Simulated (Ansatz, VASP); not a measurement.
One calculation of LiRe2, two programs

INCAR

```
SYSTEM = LiRe2
ALGO = Normal
EDIFF = 1E-6
EDIFFG = -0.01
ENCUT = 600
GGA = PE
IBRION = 2
ISIF = 3
ISMEAR = 0
LASPH = .TRUE.
LCHARG = .FALSE.
LREAL = .FALSE.
LWAVE = .FALSE.
NELM = 100
NSW = 100
PREC = Accurate
SIGMA = 0.1
```

KPOINTS

```
k-points
0
G
  10 10 10
  0 0 0
```

POSCAR

```
LiRe2
1.0
    0.0000000000      3.6675836049      3.6675836049
    3.6675836049      0.0000000000      3.6675836049
    3.6675836049      3.6675836049      0.0000000000
Li Re
2 4
Direct
    0.5000000000      0.5000000000      0.5000000000
    0.7500000000      0.7500000000      0.7500000000
    0.1250000000      0.1250000000      0.1250000000
    0.6250000000      0.1250000000      0.1250000000
    0.1250000000      0.6250000000      0.1250000000
    0.1250000000      0.1250000000      0.6250000000
```

Input for Ansatz:

```yaml
crystal:
  lattice:
    - [0.0, 3.6675836049, 3.6675836049]
    - [3.6675836049, 0.0, 3.6675836049]
    - [3.6675836049, 3.6675836049, 0.0]
  atoms:
    - { symbol: Li, position: [0.5, 0.5, 0.5] }
    - { symbol: Li, position: [0.75, 0.75, 0.75] }
    - { symbol: Re, position: [0.125, 0.125, 0.125] }
    - { symbol: Re, position: [0.625, 0.125, 0.125] }
    - { symbol: Re, position: [0.125, 0.625, 0.125] }
    - { symbol: Re, position: [0.125, 0.125, 0.625] }
basis:
  ecutwfc: 420
kpoints:
  mp_grid: { grid: [10, 10, 10] }
hamiltonian:
  xc: pbe
scf:
  occupations: { method: gaussian, width: 0.1 }
output:
  forces: true
  stress: true
  eigenvalues: true
  write_density: true
  write_potential: true
  elf: true
  volumetric_format: npy
relax:
  adjacent_minimum: "off"
  f_tol: 0.01
  max_steps: 80
  cell: { stress_tol: 0.05 }
```

Change from the starting cell: species swapped into the GdNi2 type (Fd-3m, No. 227).

Alike in both runs: task relaxation of cell and atoms; functional PBE; k mesh 10 × 10 × 10; occupations gaussian, width 0.1 eV; no spin polarisation.

|  | VASP | Ansatz |
| --- | --- | --- |
| version | VASP 6.6.1 | Ansatz 0.2.0 |
| potentials or method | VASP PAW PBE potentials, release 64 (Li_sv, Re) | scalar-relativistic, plane waves, PAW |
| plane-wave cutoff (eV) | 600 | 420 |
| valence electrons in the cell | 34 | 66 |

```csv
,VASP,Ansatz,Ansatz less VASP
"gap on the k mesh at the Fermi level, each at its own relaxed structure (eV)",none,none,-
relaxed volume (Å³/atom),16.42,16.48,+0.060
relaxed cell length with the largest relative difference (Å),5.184,5.190,+0.0063
```

A gap of «none» marks a metal or a gap that the smearing closes. The two sets of potentials don't hold the same shells in valence.

Caveats: the cutoff is under 1.25 times the usual one of these potentials, so pressure, stress and relaxed cells hold a basis-set (Pulay) error (VASP). Spin-orbit coupling is left out, which matters for the levels of Re.
